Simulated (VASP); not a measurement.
Output of a VASP run:

OSZICAR:
```
       N       E                     dE             d eps       ncg     rms          rms(c)
DAV:   1     0.709832050376E+02    0.70983E+02   -0.58201E+03  1112   0.886E+02
DAV:   2    -0.150020607604E+01   -0.72483E+02   -0.67217E+02  1165   0.222E+02
DAV:   3    -0.687755297900E+01   -0.53773E+01   -0.53554E+01  1229   0.651E+01
DAV:   4    -0.697044433274E+01   -0.92891E-01   -0.92835E-01  1174   0.957E+00
DAV:   5    -0.697269123751E+01   -0.22469E-02   -0.22467E-02  1362   0.138E+00    0.219E+00
DAV:   6    -0.678110710816E+01    0.19158E+00   -0.38570E-01  1190   0.407E+00    0.167E+00
DAV:   7    -0.676934063822E+01    0.11766E-01   -0.91386E-02  1193   0.200E+00    0.111E+00
DAV:   8    -0.677488521262E+01   -0.55446E-02   -0.91572E-03  1070   0.101E+00    0.233E-01
DAV:   9    -0.677483142534E+01    0.53787E-04   -0.18270E-04  1278   0.128E-01    0.123E-01
DAV:  10    -0.677496550628E+01   -0.13408E-03   -0.27662E-04  1076   0.151E-01    0.385E-02
DAV:  11    -0.677496054022E+01    0.49661E-05   -0.15678E-05  1208   0.417E-02    0.447E-03
DAV:  12    -0.677496136220E+01   -0.82198E-06   -0.77800E-07  1077   0.977E-03
   1 F= -.67749614E+01 E0= -.67749614E+01  d E =-.154968E-12
```

**OUTCAR**
```
------------------------ aborting loop because EDIFF is reached ----------------------------------------
  FORCE on cell =-STRESS in cart. coord.  units (eV):
  Direction    XX          YY          ZZ          XY          YZ          ZX
  --------------------------------------------------------------------------------------
  Total        0.1381175      0.1381175      0.1381175      0.0000000      0.0000000      0.0000000
  in kB        4.9338043      4.9338043      4.9338043      0.0000000      0.0000000      0.0000000
  external PRESSURE =       4.9338043 kB  Pullay stress =       0.0000000 kB
  volume of cell :       44.85
      direct lattice vectors                 reciprocal lattice vectors
     0.000000000  2.820000000  2.820000000    -0.177304965  0.177304965  0.177304965
     2.820000000  0.000000000  2.820000000     0.177304965 -0.177304965  0.177304965
     2.820000000  2.820000000  0.000000000     0.177304965  0.177304965 -0.177304965
  FREE ENERGIE OF THE ION-ELECTRON SYSTEM (eV)
  ---------------------------------------------------
  free  energy   TOTEN  =        -6.7749613622 eV

  energy  without entropy=       -6.7749613622  energy(sigma->0) =       -6.77496136
```
(Selected blocks of OUTCAR.)

POSCAR:
```
NaCl
1
    0.0000000000     2.8200000000     2.8200000000
    2.8200000000     0.0000000000     2.8200000000
    2.8200000000     2.8200000000     0.0000000000
Na Cl
1 1
Direct
  0.0000000000   0.0000000000   0.0000000000
  0.5000000000   0.5000000000   0.5000000000
```

Write an INCAR and KPOINTS that could have produced this output.

This is not unique; one that fits is the input of the run itself, PBE GGA, plane waves, VASP's PBE PAW potentials (set 64).

### INCAR
```
SYSTEM = NaCl
PREC = Accurate; ENCUT = 300; LREAL = F
LASPH = T
EDIFF = 1E-6; NELM = 100; ALGO = Normal
ISMEAR = -1; SIGMA = 0.02
GGA = PE
ISIF = 2
LWAVE = F; LCHARG = F
```

### KPOINTS
```
Automatic mesh
0
Gamma
10 10 10
0 0 0
```

POTCAR, in this order: Na_pv Cl (PBE.64 set). Program: vasp_std.

At this cut-off the stress carries a Pulay error, which pulls relaxed volumes low.

The structure is a typed NaCl crystal (Fm-3m). The cell was not relaxed at this level.
